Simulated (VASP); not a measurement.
Write the native input for VASP 6.6.1 that does the following.

```yaml
Task: core levels
Functional: LDA
Potentials_or_basis: VASP PAW LDA potentials, release 64 (Nb_sv)
Cutoff: 520 eV
k_mesh: 5 × 5 × 5
Occupations: methfessel-paxton, width 0.1 eV
Spin: no spin polarisation
Further_INCAR_settings: ALGO = Normal; EDIFF = 1e-06
```

The structure of Nb lies in POSCAR:

```
Nb
1.0
    6.6558000000      0.0000000000      0.0000000000
    0.0000000000      6.6558000000      0.0000000000
    0.0000000000      0.0000000000      6.6558000000
Nb
16
Direct
    0.0000000000      0.0000000000      0.0000000000
    0.5000000000      0.0000000000      0.0000000000
    0.0000000000      0.5000000000      0.0000000000
    0.0000000000      0.0000000000      0.5000000000
    0.2500000000      0.2500000000      0.2500000000
    0.5000000000      0.5000000000      0.0000000000
    0.5000000000      0.0000000000      0.5000000000
    0.7500000000      0.2500000000      0.2500000000
    0.0000000000      0.5000000000      0.5000000000
    0.2500000000      0.7500000000      0.2500000000
    0.2500000000      0.2500000000      0.7500000000
    0.5000000000      0.5000000000      0.5000000000
    0.7500000000      0.7500000000      0.2500000000
    0.7500000000      0.2500000000      0.7500000000
    0.2500000000      0.7500000000      0.7500000000
    0.7500000000      0.7500000000      0.7500000000
```

One way to write it, as run:

INCAR

```
SYSTEM = Nb
  PREC = Accurate
  ENCUT = 520
  EDIFF = 1E-6
  ISMEAR = 1
  SIGMA = 0.1
  LREAL = .FALSE.
  LASPH = .TRUE.
  NELM = 100
  ALGO = Normal
  ISIF = 2
  LWAVE = .FALSE.
  LCHARG = .FALSE.
  GGA = CA
  ICORELEVEL = 1
  KPAR = 4
```

KPOINTS

```
regular mesh
0
G
  5 5 5
  0 0 0
```

Potentials or basis: VASP PAW LDA potentials, release 64 (Nb_sv).

Run with:

```bash
$ cat potpaw_LDA.64/Nb_sv/POTCAR > POTCAR
$ mpirun -np 4 vasp_std > vasp.out
```

Results of the run:

```
Pressure               : -12.3 GPa
Band gap on the k mesh : none (metal or under the smearing width)
```

Wall time 83 s on 4 MPI ranks on Intel(R) Xeon(R) 6975P-C (Granite Rapids), on a shared host, peak memory 0.41 GiB a rank.
